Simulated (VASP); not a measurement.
Fe2O3 (Hematite):

```
CELL_PARAMETERS angstrom
2.51900 1.45435 4.59067
-2.51900 1.45435 4.59067
0.00000 -2.90869 4.59067
ATOMIC_POSITIONS crystal
Fe 0.35530 0.35530 0.35530
Fe 0.14470 0.14470 0.14470
Fe 0.64470 0.64470 0.64470
Fe 0.85530 0.85530 0.85530
O 0.55590 0.94410 0.25000
O 0.25000 0.55590 0.94410
O 0.94410 0.25000 0.55590
O 0.44410 0.05590 0.75000
O 0.75000 0.44410 0.05590
O 0.05590 0.75000 0.44410
```

```yaml
Program: VASP 6.6.1
Task: relaxation of cell and atoms
Functional: PBE
Potentials_or_basis: VASP PAW PBE potentials, release 64 (Fe, O)
Cutoff: 600 eV
k_mesh: 9 × 9 × 9
Occupations: methfessel-paxton, width 0.1 eV
Spin: collinear spin, ferromagnetic start
Starting_moments: "[5.0, 5.0, 5.0, 5.0, 0.0, 0.0, 0.0, 0.0, 0.0, 0.0] μB"
```

At the start: pressure -5.2 GPa; volume 10.09 Å³/atom.

Q: Where does the relaxation end?

A: Over 17 steps the energy falls by 108.4 meV/atom and the volume is 8.79 Å³/atom (-12.9 %); space group R-3c (No. 167, to 0.05 Å); moment 4.00 μB per cell.

Step by step:
| step | energy change (eV) | largest force (eV/Å) | pressure (GPa) | volume (Å³) |
| --- | --- | --- | --- | --- |
| 1 | 0.0000 | 0.9233 | -5.20 | 100.91 |
| 2 | -0.3639 | 0.9230 | -9.88 | 96.20 |
| 3 | -0.6475 | 1.4817 | 19.59 | 82.95 |
| 4 | -0.9608 | 0.4353 | -7.87 | 90.91 |
| 5 | -1.0453 | 0.3204 | 3.96 | 86.87 |
| 6 | -1.0629 | 0.2416 | -0.16 | 88.12 |
| 7 | -1.0629 | 0.2550 | 0.65 | 87.88 |
| 8 | -1.0815 | 0.0302 | 0.42 | 87.77 |
| 9 | -1.0815 | 0.0438 | 0.35 | 87.76 |
| 10 | -1.0837 | 0.0144 | -0.64 | 88.09 |
| 11 | -1.0837 | 0.0153 | -0.52 | 88.08 |
| 12 | -1.0838 | 0.0371 | 0.61 | 87.72 |
| 13 | -1.0843 | 0.0123 | 0.00 | 87.89 |
| 14 | -1.0843 | 0.0137 | -0.01 | 87.88 |
| 15 | -1.0842 | 0.0250 | 0.34 | 87.80 |
| 16 | -1.0843 | 0.0137 | 0.05 | 87.88 |
| 17 | -1.0843 | 0.0041 | 0.07 | 87.88 |

Final structure:
```cif
data_structure
_symmetry_space_group_name_H-M 'P 1'
_symmetry_Int_Tables_number 1
_cell_length_a 5.2261
_cell_length_b 5.2261
_cell_length_c 5.2261
_cell_angle_alpha 54.452
_cell_angle_beta 54.452
_cell_angle_gamma 54.452
_cell_volume 87.88
loop_
_atom_site_label
_atom_site_type_symbol
_atom_site_fract_x
_atom_site_fract_y
_atom_site_fract_z
_atom_site_occupancy
Fe1 Fe 0.34564 0.34564 0.34564 1
Fe2 Fe 0.15436 0.15436 0.15436 1
Fe3 Fe 0.65436 0.65436 0.65436 1
Fe4 Fe 0.84564 0.84564 0.84564 1
O1 O 0.56310 0.93690 0.25000 1
O2 O 0.25000 0.56310 0.93690 1
O3 O 0.93690 0.25000 0.56310 1
O4 O 0.43690 0.06310 0.75000 1
O5 O 0.75000 0.43690 0.06310 1
O6 O 0.06310 0.75000 0.43690 1
```

Caveat: the volume moved by -13 % from the deposited cell, more than functionals usually miss; the moment fell far below its start of 5 μB, so a state of higher moment may lie lower in energy; only a ferromagnetic start was run, and an antiferromagnetic order may lie lower in energy.
